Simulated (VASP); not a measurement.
An input for Quantum ESPRESSO's pw.x (written as the equivalent of a VASP run, and not itself run):

```
&CONTROL
  calculation = 'vc-relax'
  pseudo_dir = './pseudo'
  outdir = './out'
  tprnfor = .true.
  tstress = .true.
  nstep = 60
  forc_conv_thr = 0.00039
/
&SYSTEM
  ibrav = 0
  nat = 2
  ntyp = 2
  ecutwfc = 86
  occupations = 'smearing'
  smearing = 'methfessel-paxton'
  degauss = 0.00735
  input_dft = 'pbesol'
/
&ELECTRONS
  conv_thr = 7.3e-08
  electron_maxstep = 100
/
&IONS
/
&CELL
/
ATOMIC_SPECIES
  Tl 204.380 Tl.upf
  Se 78.971 Se.upf
CELL_PARAMETERS angstrom
     3.7526500    0.0000000    0.0000000
     0.0000000    3.7526500    0.0000000
     0.0000000    0.0000000    3.7526500
ATOMIC_POSITIONS crystal
  Tl   0.5000000  0.5000000  0.5000000
  Se   0.0000000  0.0000000  0.0000000
K_POINTS automatic
  9 9 9 0 0 0
```

Q: Write the VASP files for the same calculation (PBEsol).

A: Several could match; the one computed here: 
File KPOINTS:
```
Automatic mesh
0
Gamma
9 9 9
0 0 0
```

**INCAR**
```
ALGO=Normal
EDIFF=1E-6
EDIFFG=-0.01
ENCUT=400
GGA=PS
IBRION=2
ISIF=3
ISMEAR=1
LASPH=T
LCHARG=F
LMAXMIX=4
LREAL=F
LWAVE=F
NELM=100
NSW=60
PREC=Accurate
SIGMA=0.1
SYSTEM=TlSe
```

### POSCAR
```
TlSe
1.0
  3.7526500000   0.0000000000   0.0000000000
  0.0000000000   3.7526500000   0.0000000000
  0.0000000000   0.0000000000   3.7526500000
Tl Se
1 1
Cart
  1.8763250000   1.8763250000   1.8763250000
  0.0000000000   0.0000000000   0.0000000000
```

POTCAR, in this order: Tl_d Se (PBE.64 set). Program: vasp_std.

The two are equivalent in intent, not identical: the potentials are each code's own (VASP's PAW set, PseudoDojo norm-conserving files in pw.x), so ENCUT and ecutwfc are chosen apart and not converted; conv_thr bounds pw.x's estimated SCF error, while EDIFF bounds the energy change between steps; forc_conv_thr acts on force components and is met together with etot_conv_thr.

The structure comes from a computed database's TlSe entry (Pm-3m); how it stands against other phases isn't given here. This run relaxes it. Symmetry was kept, so distortions that lower it aren't found.
